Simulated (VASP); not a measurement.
Data:

```
CELL_PARAMETERS angstrom
     -2.70000     2.70000     5.22000
      2.70000    -2.70000     5.22000
      2.70000     2.70000    -5.22000
ATOMIC_POSITIONS crystal
  Zn 0.99318 0.99719 0.99070
  Zn 0.75480 0.25404 0.50368
  Si 0.49936 0.50110 0.00756
  Si 0.26347 0.75175 0.51265
  P  0.87390 0.85846 0.48495
  P  0.14310 0.61523 0.00299
  P  0.37218 0.39320 0.51721
  P  0.60001 0.12903 0.98026
```

Level of theory: PBE GGA, VASP's PBE PAW potentials (set 64) (plane waves; VASP). Settings: 300 eV cut-off, 3×3×4 Γ-centred mesh, Fermi-Dirac smearing of 0.050 eV, potentials Zn Si P.

At this cut-off the stress carries a Pulay error, which pulls relaxed volumes low.

The ions, cell shape and volume are relaxed. Which structure does the run end with?

```
CELL_PARAMETERS angstrom
     -2.71089     2.71038     5.26249
      2.70820    -2.71003     5.26099
      2.70767     2.70681    -5.26230
ATOMIC_POSITIONS crystal
  Zn 0.99905 0.99989 0.99936
  Zn 0.75041 0.25018 0.50076
  Si 0.49975 0.49989 0.99957
  Si 0.25032 0.74985 0.50023
  P  0.87516 0.85713 0.48219
  P  0.14288 0.62556 0.01800
  P  0.37495 0.39210 0.51696
  P  0.60748 0.12541 0.98294
```
Space group I-42d (122), at a tolerance of 0.03 Å.

How do energy and volume change from the first to the last step?

The energy (σ→0) changes by -21.1 meV/atom and the volume by +1.4 %, in 12 ionic steps.

The structure is a typed ZnSiP2 crystal. In the starting cell atoms are displaced from their ideal sites. This run relaxes it. The k-mesh is coarse (spacing up to 0.44 per Å, 2π included), so the numbers may not be converged in it. The run is one of a series of settings (EDIFFG = -0.01, IBRION = 2, ISIF = 3, NSW = 50 against the base run), some of them coarse on purpose.
